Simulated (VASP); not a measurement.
Given:

```
AlNi
1.0
    2.86418     0.00000     0.00000
    0.00000     2.86418     0.00000
    0.00000     0.00000     2.86418
Al Ni
1 1
Direct
  0.50000   0.50000   0.50000
  0.00000   0.00000   0.00000
```

These are PBE GGA, VASP's PBE PAW potentials (set 64) (plane waves; VASP) values and carry that method's errors. Run with 500 eV cut-off, 13×13×13 Γ-centred mesh, first-order Methfessel-Paxton smearing of 0.10 eV, potentials Al Ni.

Energy and stress use the plane-wave basis of the starting cell.

Problem. The ions, cell shape and volume at an external pressure of 10.0 GPa are relaxed. Which structure does the run end with?

Solution. 
```
AlNi
1.0
    2.83939     0.00000     0.00000
    0.00000     2.83939     0.00000
    0.00000     0.00000     2.83939
Al Ni
1 1
Direct
  0.50000   0.50000   0.50000
  0.00000   0.00000   0.00000
```
Space group Pm-3m (221), at a tolerance of 0.03 Å.

Problem. How do energy and volume change from the first to the last step?

Solution. The energy (σ→0) changes by +14.0 meV/atom and the volume by -2.6 %, in 3 ionic steps.

| step | E(σ→0) (eV) | max force (eV/Å) | pressure (GPa) | volume (Å³) |
|---|---|---|---|---|
| 1 | -10.5322 | 0.000 | 4.99 | 23.50 |
| 2 | -10.4541 | 0.000 | 15.87 | 22.27 |
| 3 | -10.5042 | 0.000 | 9.97 | 22.89 |

The compound is NiAl in the CsCl type structure. This run relaxes it under an external pressure of 10 GPa. Symmetry was kept, so distortions that lower it aren't found. The run is not spin-polarised, so no magnetic state was tried. The electron count is odd and the run is not spin-polarised, which forces a metal.
